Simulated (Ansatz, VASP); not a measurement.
# TiTe2: VASP beside Ansatz, part 2 of 2

Aim: how closely do two programs agree when they are given the same cell, functional and k mesh? The cell is taken from a series of runs on this material, whose earlier steps may have relaxed, scaled, displaced or heated it; both programs get it as it stands.

VASP 6.6.1 and Ansatz 0.2.0.

So far: The starting structure; Ansatz: zone-centre phonons, PBE.

## 3. VASP: zone-centre phonons, PBE

Level of this step: PBE, no spin polarisation; plane waves and PAW (Ti_sv, Te) (VASP).

The same cell, functional, mesh and smearing now go to VASP, with its own data sets.

Lines of VASP's logs that name or quote its potential files are left out, and so is its time.

INCAR

```
SYSTEM = TiTe2
PREC = Accurate
ENCUT = 500
EDIFF = 1E-08
NELM = 120
ISMEAR = 0
SIGMA = 0.01
LREAL = .FALSE.
ALGO = Normal
GGA = PE
NBANDS = 18
LASPH = .TRUE.
LORBIT = 11
LWAVE = .FALSE.
LCHARG = .FALSE.
ISIF = 2
IBRION = 8
GGA_COMPAT = .FALSE.
NELMDL = -8
KPAR = 2
```

POSCAR

```
TiTe2
1.0
    3.6354325286      0.0000000000      0.0000000000
   -1.8177162643      3.1483769235      0.0000000000
    0.0000000000      0.0000000000     31.0000000000
Ti Te
1 2
Direct
    0.3333333333      0.6666666667      0.3225806452
    0.6666666666      0.3333333334      0.3813432584
    0.6666666666      0.3333333334      0.2638180320
```

KPOINTS

```
Automatic mesh
0
Gamma
12 12 1
0 0 0
```

PAW data sets: Ti_sv and Te (PBE family, release 64).

On the command line:

```console
$ mpirun -np 2 vasp_std
```

Numbers of over 12 decimals in the logs are rounded to 6 here.

The log of the run:

```text
[banner, memory and clock lines left out]
running    2 mpi-ranks, on    1 nodes
 distrk:  each k-point on    1 cores,    2 groups
 distr:  one band on    1 cores,    1 groups

 POSCAR found type information on POSCAR TiTe
 POSCAR found :  2 types and       3 ions
 LDA part: xc-table for (Slater+PW92), standard interpolation
 POSCAR, INCAR and KPOINTS ok, starting setup
 FFT: planning ... GRIDC
 FFT: planning ... GRID_SOFT
 FFT: planning ... GRID
 WAVECAR not read
 entering main loop
       N       E                     dE             d eps       ncg     rms          rms(c)
DAV:   1     0.147985787390E+03    0.14799E+03   -0.10106E+04   844   0.947E+02
DAV:   2    -0.405325689884E+00   -0.14839E+03   -0.14604E+03  1000   0.220E+02
DAV:   3    -0.168154164729E+02   -0.16410E+02   -0.16342E+02  1258   0.694E+01
DAV:   4    -0.178314141385E+02   -0.10160E+01   -0.10114E+01   992   0.159E+01
DAV:   5    -0.179295733000E+02   -0.98159E-01   -0.98098E-01  1022   0.381E+00
DAV:   6    -0.179308532299E+02   -0.12799E-02   -0.12798E-02   958   0.536E-01
DAV:   7    -0.179308922519E+02   -0.39022E-04   -0.39021E-04  1030   0.797E-02
DAV:   8    -0.179308925831E+02   -0.33119E-06   -0.33104E-06   974   0.858E-03    0.122E+01
DAV:   9    -0.182812962563E+02   -0.35040E+00   -0.36307E+01   804   0.386E+01    0.156E+01
DAV:  10    -0.163910754233E+02    0.18902E+01   -0.44428E+01   878   0.376E+01    0.647E+00
DAV:  11    -0.159165320867E+02    0.47454E+00   -0.15083E+00   802   0.880E+00    0.273E+00
DAV:  12    -0.158387329495E+02    0.77799E-01   -0.84301E-01   960   0.601E+00    0.134E+00
DAV:  13    -0.158353306204E+02    0.34023E-02   -0.15949E-01   794   0.324E+00    0.740E-01
DAV:  14    -0.158309347972E+02    0.43958E-02   -0.34258E-02   754   0.145E+00    0.181E-01
[...]
DAV:  25    -0.158309797301E+02   -0.24279E-05   -0.33974E-08   796   0.609E-04    0.127E-03
DAV:  26    -0.158309825847E+02   -0.28546E-05   -0.91608E-08   698   0.143E-03    0.350E-04
DAV:  27    -0.158309840092E+02   -0.14245E-05   -0.28500E-08   630   0.586E-04    0.656E-04
DAV:  28    -0.158309845469E+02   -0.53764E-06   -0.32987E-09   702   0.223E-04    0.458E-04
DAV:  29    -0.158309848190E+02   -0.27218E-06   -0.37507E-09   584   0.417E-04    0.619E-05
DAV:  30    -0.158309848963E+02   -0.77274E-07   -0.93416E-11   572   0.143E-04    0.106E-04
DAV:  31    -0.158309849158E+02   -0.19444E-07    0.63926E-10   424   0.713E-05    0.678E-05
DAV:  32    -0.158309849210E+02   -0.52187E-08    0.72364E-10   392   0.617E-05
   1 F= -.15830985E+02 E0= -.15830857E+02  d E =-.256555E-03
 Linear response reoptimize wavefunctions to high precision
DAV:   1    -0.158309849231E+02   -0.21091E-08    0.74711E-10   456   0.267E-05
DAV:   2    -0.158309849231E+02   -0.90949E-11    0.76417E-10   394   0.111E-05
 Linear response DOF=           4
 Linear response progress:
  Degree of freedom:   1/  4
       N       E                     dE             d eps       ncg     rms          rms(c)
RMM:   1    -0.738582017508E+00   -0.73858E+00    0.83850E+00  2695   0.131E+02
RMM:   2    -0.701450131732E+00    0.37132E-01   -0.36267E-01  4397   0.471E+00    0.215E-01
RMM:   3    -0.698760629317E+00    0.26895E-02   -0.22008E-02  5006   0.986E-01    0.109E-01
RMM:   4    -0.699224696649E+00   -0.46407E-03   -0.16251E-02  5615   0.480E-01    0.396E-02
RMM:   5    -0.700555116161E+00   -0.13304E-02   -0.96195E-04  5923   0.160E-01    0.185E-02
RMM:   6    -0.701083472052E+00   -0.52836E-03   -0.28283E-04  5762   0.695E-02    0.392E-03
RMM:   7    -0.701125377649E+00   -0.41906E-04   -0.42403E-05  5951   0.302E-02    0.477E-03
RMM:   8    -0.701147151063E+00   -0.21773E-04   -0.19532E-05  5781   0.151E-02    0.174E-03
RMM:   9    -0.701208199017E+00   -0.61048E-04   -0.12364E-05  6345   0.748E-03    0.255E-04
RMM:  10    -0.701204996789E+00    0.32022E-05   -0.74382E-06  6543   0.368E-03    0.141E-04
RMM:  11    -0.701207711636E+00   -0.27148E-05   -0.55571E-06  6617   0.214E-03    0.910E-05
RMM:  12    -0.701211229604E+00   -0.35180E-05   -0.58361E-06  6314   0.135E-03    0.350E-05
RMM:  13    -0.701210965280E+00    0.26432E-06   -0.48989E-06  6538   0.939E-04    0.296E-05
RMM:  14    -0.701211927914E+00   -0.96263E-06   -0.41675E-06  6203   0.707E-04    0.126E-05
[...]
RMM:  20    -0.701212506380E+00   -0.81275E-07   -0.21649E-06  5688   0.301E-04    0.303E-05
RMM:  21    -0.701212564836E+00   -0.58456E-07   -0.19621E-06  5371   0.280E-04    0.288E-05
RMM:  22    -0.701212809121E+00   -0.24429E-06   -0.17927E-06  6560   0.270E-04    0.221E-05
RMM:  23    -0.701212826880E+00   -0.17759E-07   -0.15982E-06  5298   0.236E-04    0.251E-05
RMM:  24    -0.701212852536E+00   -0.25655E-07   -0.14338E-06  3564   0.218E-04    0.268E-05
RMM:  25    -0.701212882894E+00   -0.30358E-07   -0.13147E-06  3178   0.203E-04    0.288E-05
RMM:  26    -0.701212903063E+00   -0.20169E-07   -0.11887E-06  2185   0.190E-04    0.305E-05
RMM:  27    -0.701212918501E+00   -0.15438E-07   -0.10243E-06  2950   0.178E-04    0.320E-05
 first order change of Fermi-energy  -0.38835E-03
 force on displaced ion       1 direction 1 :  -1.493  -0.001   0.000
 Linear response progress:
  Degree of freedom:   2/  4
       N       E                     dE             d eps       ncg     rms          rms(c)
RMM:   1    -0.788139500274E+00   -0.78814E+00    0.18947E+01   723   0.141E+02
RMM:   2    -0.735714525311E+00    0.52425E-01   -0.38841E-01  1083   0.432E+00    0.240E-01
RMM:   3    -0.733625105651E+00    0.20894E-02   -0.24534E-02  1180   0.911E-01    0.134E-01
RMM:   4    -0.733800451628E+00   -0.17535E-03   -0.17154E-02  1245   0.408E-01    0.565E-02
RMM:   5    -0.734823995923E+00   -0.10235E-02   -0.83021E-04  1389   0.123E-01    0.325E-02
RMM:   6    -0.735598976020E+00   -0.77498E-03   -0.31082E-04  1252   0.720E-02    0.587E-03
RMM:   7    -0.735631991082E+00   -0.33015E-04   -0.69470E-05  1431   0.275E-02    0.202E-03
RMM:   8    -0.735609823381E+00    0.22168E-04   -0.37709E-05  1508   0.150E-02    0.179E-03
RMM:   9    -0.735628188242E+00   -0.18365E-04   -0.22667E-05  1487   0.864E-03    0.127E-03
RMM:  10    -0.735667096785E+00   -0.38909E-04   -0.17536E-05  1412   0.631E-03    0.652E-04
RMM:  11    -0.735660410560E+00    0.66862E-05   -0.12979E-05  1446   0.453E-03    0.236E-04
RMM:  12    -0.735652925377E+00    0.74852E-05   -0.91874E-06  1398   0.363E-03    0.130E-04
RMM:  13    -0.735650668297E+00    0.22571E-05   -0.77483E-06  1370   0.304E-03    0.168E-04
RMM:  14    -0.735654837281E+00   -0.41690E-05   -0.58858E-06  1428   0.244E-03    0.112E-04
RMM:  15    -0.735655436400E+00   -0.59912E-06   -0.45057E-06  1597   0.197E-03    0.222E-04
RMM:  16    -0.735657229017E+00   -0.17926E-05   -0.38640E-06  1349   0.171E-03    0.339E-04
RMM:  17    -0.735655102323E+00    0.21267E-05   -0.31220E-06  1391   0.154E-03    0.500E-04
RMM:  18    -0.735655033290E+00    0.69033E-07   -0.24200E-06  1447   0.130E-03    0.642E-04
RMM:  19    -0.735654723748E+00    0.30954E-06   -0.22608E-06  1405   0.112E-03    0.756E-04
RMM:  20    -0.735654860791E+00   -0.13704E-06   -0.18163E-06  1425   0.979E-04    0.780E-04
RMM:  21    -0.735655000511E+00   -0.13972E-06   -0.15434E-06  1603   0.947E-04    0.997E-04
RMM:  22    -0.735655026442E+00   -0.25931E-07   -0.15223E-06  1346   0.798E-04    0.969E-04
RMM:  23    -0.735655082587E+00   -0.56146E-07   -0.12761E-06  1303   0.712E-04    0.103E-03
RMM:  24    -0.735655151136E+00   -0.68548E-07   -0.11262E-06  1474   0.663E-04    0.967E-04
 first order change of Fermi-energy   0.12052E-03
 force on displaced ion       1 direction 3 :  -0.000  -0.000 -10.723
 Linear response progress:
  Degree of freedom:   3/  4
       N       E                     dE             d eps       ncg     rms          rms(c)
RMM:   1    -0.407675932028E-01   -0.40768E-01    0.11278E-02  6410   0.103E+00
RMM:   2    -0.398626887312E-01    0.90490E-03   -0.34176E-03  5485   0.320E-01    0.879E-02
RMM:   3    -0.401222353861E-01   -0.25955E-03   -0.76511E-04  6116   0.128E-01    0.485E-02
RMM:   4    -0.402366295260E-01   -0.11439E-03   -0.14879E-04  6596   0.523E-02    0.340E-02
RMM:   5    -0.404457287420E-01   -0.20910E-03   -0.59665E-05  5560   0.379E-02    0.364E-03
RMM:   6    -0.404432790804E-01    0.24497E-05   -0.16420E-05  6744   0.163E-02    0.285E-03
RMM:   7    -0.404422919567E-01    0.98712E-06   -0.34653E-06  6525   0.697E-03    0.129E-03
RMM:   8    -0.404423991473E-01   -0.10719E-06   -0.11763E-06  6522   0.374E-03    0.605E-04
RMM:   9    -0.404428190860E-01   -0.41994E-06   -0.13969E-06  6897   0.182E-03    0.301E-04
RMM:  10    -0.404429274617E-01   -0.10838E-06   -0.78917E-08  7126   0.853E-04    0.121E-04
RMM:  11    -0.404429814630E-01   -0.54001E-07   -0.22276E-07  7173   0.412E-04    0.394E-05
RMM:  12    -0.404429943664E-01   -0.12903E-07    0.12312E-08  7246   0.214E-04    0.211E-05
RMM:  13    -0.404430037412E-01   -0.93747E-08   -0.16378E-07  7215   0.112E-04    0.623E-06
RMM:  14    -0.404429957016E-01    0.80395E-08   -0.73203E-09  7139   0.607E-05    0.144E-06
 first order change of Fermi-energy   0.11729E-03
 force on displaced ion       2 direction 1 :  -1.272   0.001   0.001
 Linear response progress:
  Degree of freedom:   4/  4
       N       E                     dE             d eps       ncg     rms          rms(c)
RMM:   1    -0.847794302249E-01   -0.84779E-01    0.38147E-02  1569   0.127E+00
RMM:   2    -0.835158890547E-01    0.12635E-02   -0.50094E-03  1477   0.352E-01    0.120E-01
RMM:   3    -0.837305817650E-01   -0.21469E-03   -0.10371E-03  1317   0.230E-01    0.130E-01
RMM:   4    -0.835511831180E-01    0.17940E-03   -0.42451E-04  1304   0.170E-01    0.541E-02
RMM:   5    -0.835860080425E-01   -0.34825E-04   -0.13305E-04  1571   0.641E-02    0.366E-02
RMM:   6    -0.836354958408E-01   -0.49488E-04   -0.32520E-05  1490   0.401E-02    0.109E-02
RMM:   7    -0.836345361319E-01    0.95971E-06   -0.13458E-05  1643   0.204E-02    0.565E-03
RMM:   8    -0.836351396017E-01   -0.60347E-06   -0.32155E-06  1698   0.997E-03    0.287E-03
RMM:   9    -0.836363647567E-01   -0.12252E-05   -0.23475E-06  1668   0.474E-03    0.772E-04
RMM:  10    -0.836372615999E-01   -0.89684E-06   -0.23649E-06  1709   0.220E-03    0.649E-04
RMM:  11    -0.836383967654E-01   -0.11352E-05   -0.74701E-07  1667   0.117E-03    0.165E-04
RMM:  12    -0.836387686397E-01   -0.37187E-06   -0.56845E-07  1629   0.642E-04    0.834E-05
RMM:  13    -0.836395079137E-01   -0.73927E-06   -0.42128E-07  1566   0.451E-04    0.874E-05
RMM:  14    -0.836397983248E-01   -0.29041E-06   -0.47157E-07  1591   0.259E-04    0.573E-05
RMM:  15    -0.836401178233E-01   -0.31950E-06   -0.24116E-07  1560   0.189E-04    0.280E-05
RMM:  16    -0.836401389060E-01   -0.21083E-07    0.99040E-09  1654   0.117E-04    0.159E-05
RMM:  17    -0.836401533323E-01   -0.14426E-07   -0.38175E-08  1711   0.591E-05    0.114E-05
RMM:  18    -0.836401621113E-01   -0.87790E-08   -0.73995E-08  1644   0.426E-05    0.111E-05
 first order change of Fermi-energy   0.43668E+00
 force on displaced ion       2 direction 3 :  -0.000   0.000  -7.868
 Linear response finished
```

From OUTCAR (step 3):

```text
ion  position               nearest neighbor table
   1  0.333  0.667  0.323-   3 2.78   2 2.78   3 2.78   2 2.78   3 2.78   2 2.78
   2  0.667  0.333  0.381-   1 2.78   1 2.78   1 2.78   3 3.64
   3  0.667  0.333  0.264-   1 2.78   1 2.78   1 2.78   2 3.64

  LATTYP: Found a hexagonal cell.
 ALAT       =     3.6354325286
 C/A-ratio  =     8.5271834248

 Subroutine GETGRP returns: Found 12 space group operations
 (whereof  6 operations were pure point group operations)

The static configuration has the point symmetry C_3v.
 The point group associated with its full space group is D_3h.

 Found     19 irreducible k-points:

   k-points           NKPTS =     19   k-points in BZ     NKDIM =     19   number of bands    NBANDS=     18

   dimension x,y,z NGX =    28 NGY =   28 NGZ =  240
   dimension x,y,z NGXF=    56 NGYF=   56 NGZF=  480

   ENCUT  =  500.0 eV  36.75 Ry    6.06 a.u.   6.63  6.63 56.52*2*pi/ulx,y,z

   NELECT =      24.0000    total number of electrons

 k-points in reciprocal lattice and weights: Automatic mesh
   0.00000000  0.00000000  0.00000000       0.007
   0.08333333 -0.00000000  0.00000000       0.042
   0.16666667  0.00000000  0.00000000       0.042
   0.25000000 -0.00000000  0.00000000       0.042
   0.33333333  0.00000000  0.00000000       0.042
   0.41666667 -0.00000000  0.00000000       0.042
   0.50000000 -0.00000000  0.00000000       0.021
   0.08333333  0.08333333  0.00000000       0.042
   0.16666667  0.08333333  0.00000000       0.083
[...]
0.33333333  0.25000000  0.00000000       0.083
   0.33333333  0.33333333  0.00000000       0.014

 average (electrostatic) potential at core
       1 -83.5758       2 -96.2365       3 -96.2365

  Total        1.6653251      1.6653251      0.0373770      0.0000000      0.0000000      0.0000000
  in kB        7.5197797      7.5197797      0.1687759      0.0000000      0.0000000      0.0000000
  external PRESSURE =       5.0694451 kB  Pullay stress =       0.0000000 kB

  energy-cutoff  :      500.00
  volume of cell :      354.82
      direct lattice vectors                 reciprocal lattice vectors
     3.635432529  0.000000000  0.000000000     0.275070433  0.158811989  0.000000000
    -1.817716264  3.148376923  0.000000000     0.000000000  0.317623977  0.000000000
     0.000000000  0.000000000 31.000000000     0.000000000  0.000000000  0.032258065

 POSITION                                       TOTAL-FORCE (eV/Angst)
 -----------------------------------------------------------------------------------
     -0.00000      2.09892     10.00000         0.000000     -0.000000     -0.000000
      1.81772      1.04946     11.82164        -0.000000      0.000000      0.013734
      1.81772      1.04946      8.17836        -0.000000      0.000000     -0.013734
 -----------------------------------------------------------------------------------
    total drift:                                0.000001     -0.000001     -0.000055

 Eigenvectors and eigenvalues of the dynamical matrix
 ----------------------------------------------------

   1 f  =    8.064506 THz    50.670783 2PiTHz  269.002950 cm-1    33.352100 meV
             X         Y         Z           dx          dy          dz
     -0.000000  2.098918 10.000000     0.000000    0.000000    0.917411
      1.817716  1.049459 11.821641     0.000000    0.000000   -0.281387
      1.817716  1.049459  8.178359    -0.000000   -0.000000   -0.281387

   2 f  =    4.454492 THz    27.988397 2PiTHz  148.585850 cm-1    18.422289 meV
             X         Y         Z           dx          dy          dz
     -0.000000  2.098918 10.000000     0.000000    0.000000   -0.000000
      1.817716  1.049459 11.821641     0.000000    0.000000   -0.707107
      1.817716  1.049459  8.178359    -0.000000   -0.000000    0.707107

   3 f  =    3.003420 THz    18.871047 2PiTHz  100.183322 cm-1    12.421143 meV
             X         Y         Z           dx          dy          dz
     -0.000000  2.098918 10.000000    -0.919251   -0.000005    0.000000
      1.817716  1.049459 11.821641     0.278369    0.000001    0.000000
      1.817716  1.049459  8.178359     0.278369    0.000001    0.000000

   4 f  =    3.003420 THz    18.871047 2PiTHz  100.183322 cm-1    12.421143 meV
             X         Y         Z           dx          dy          dz
     -0.000000  2.098918 10.000000    -0.000005    0.919251    0.000000
      1.817716  1.049459 11.821641     0.000001   -0.278369    0.000000
      1.817716  1.049459  8.178359     0.000001   -0.278369    0.000000

   5 f  =    1.863967 THz    11.711648 2PiTHz   62.175234 cm-1     7.708743 meV
             X         Y         Z           dx          dy          dz
     -0.000000  2.098918 10.000000    -0.000000    0.000000    0.000000
      1.817716  1.049459 11.821641    -0.707107    0.000012    0.000000
      1.817716  1.049459  8.178359     0.707107   -0.000012    0.000000

   6 f  =    1.863967 THz    11.711648 2PiTHz   62.175234 cm-1     7.708743 meV
             X         Y         Z           dx          dy          dz
     -0.000000  2.098918 10.000000    -0.000000   -0.000000    0.000000
      1.817716  1.049459 11.821641     0.000012    0.707107    0.000000
      1.817716  1.049459  8.178359    -0.000012   -0.707107    0.000000

   7 f/i=    0.004196 THz     0.026366 2PiTHz    0.139974 cm-1     0.017355 meV
             X         Y         Z           dx          dy          dz
     -0.000000  2.098918 10.000000    -0.000000    0.000000   -0.397942
      1.817716  1.049459 11.821641    -0.000000    0.000000   -0.648707
      1.817716  1.049459  8.178359    -0.000000    0.000000   -0.648707

   8 f/i=    0.012400 THz     0.077911 2PiTHz    0.413615 cm-1     0.051282 meV
             X         Y         Z           dx          dy          dz
     -0.000000  2.098918 10.000000    -0.064053   -0.388427   -0.000000
      1.817716  1.049459 11.821641    -0.105760   -0.641347   -0.000000
      1.817716  1.049459  8.178359    -0.105760   -0.641347   -0.000000

   9 f/i=    0.012400 THz     0.077911 2PiTHz    0.413615 cm-1     0.051282 meV
             X         Y         Z           dx          dy          dz
     -0.000000  2.098918 10.000000     0.388427   -0.064053   -0.000000
      1.817716  1.049459 11.821641     0.641347   -0.105760   -0.000000
      1.817716  1.049459  8.178359     0.641347   -0.105760   -0.000000

 ELASTIC MODULI CONTR FROM IONIC RELAXATION (kBar)
 Direction    XX          YY          ZZ          XY          YZ          ZX
 --------------------------------------------------------------------------------
 XX         -95.3959     36.9510    -95.1773     -0.0000      0.0000     -0.0000
 YY          36.9510    -95.3959    -95.1773      0.0000     -0.0000      0.0000
 ZZ         -95.1773    -95.1773   -309.9917      0.0000     -0.0000      0.0000
 XY          -0.0000      0.0000      0.0000    -66.1734     -0.0000      0.0000
 YZ           0.0000     -0.0000     -0.0000     -0.0000    -48.7715     -0.0000
 ZX          -0.0000      0.0000      0.0000      0.0000     -0.0000    -33.7145
 --------------------------------------------------------------------------------
```

This run has no spin polarisation, so a moment on Ti, if there is one, isn't seen.

## 4. Side by side

Known differences besides the potentials themselves: Ansatz cuts the interaction across the vacuum, VASP repeats the sheet without a dipole correction; the data sets hold 44 valence electrons in Ansatz (on its PAW soft_1 files) and 24 in VASP; the cutoff is 420 eV in Ansatz and 500 eV in VASP. Total energies have different zeros and are not compared.

Compared:

| quantity | Ansatz | VASP | difference |
| --- | --- | --- | --- |
| optical mode 1 to 2 (cm⁻¹) | 62.1 | 62.2 | -0.10 % |
| optical mode 3 to 4 (cm⁻¹) | 97.5 | 100.2 | -2.68 % |
| optical mode 5 (cm⁻¹) | 148.4 | 148.6 | -0.10 % |
| optical mode 6 (cm⁻¹) | 269.3 | 269.0 | +0.11 % |

Modes are paired by rising frequency, not by their patterns, so a pair may set unlike modes beside each other; they are those without the splitting of longitudinal modes. Where the cell holds vacuum, a pressure given here is an average over it and none of the material.

## 5. Results

- r.m.s. difference of the optical zone-centre modes, each program's sorted by frequency (zone-centre phonons, PBE): 1.6 cm⁻¹
- difference in optical mode 3 to 4 (zone-centre phonons, PBE): -2.7 %

**Reading.** The r.m.s. difference of the optical zone-centre modes, each program's sorted by frequency is 1.6 cm⁻¹ (zone-centre phonons, PBE). The data sets hold unlike numbers of valence electrons (44 in Ansatz and 24 in VASP), so part of the differences may come from the potentials. Among the rows given in per cent, the largest difference of the zone-centre phonons, PBE pair is in optical mode 3 to 4, -2.7 %. Such differences can come from data sets, numerical settings and the points named under the comparisons, not from the functional's error against experiment.

[Lines on the potential files, build, host, timing and source positions are cut from VASP's logs without a mark.]

[Logs are printed without paths, hosts, clocks, repeated set-up lines and the standing remarks that a program may print on its own settings, such as how far it seeks lower states.]

[Hosts, paths, dates, database ids (printed as entryN), source tags and the programs' standing remarks are cut or masked in the printed files.]
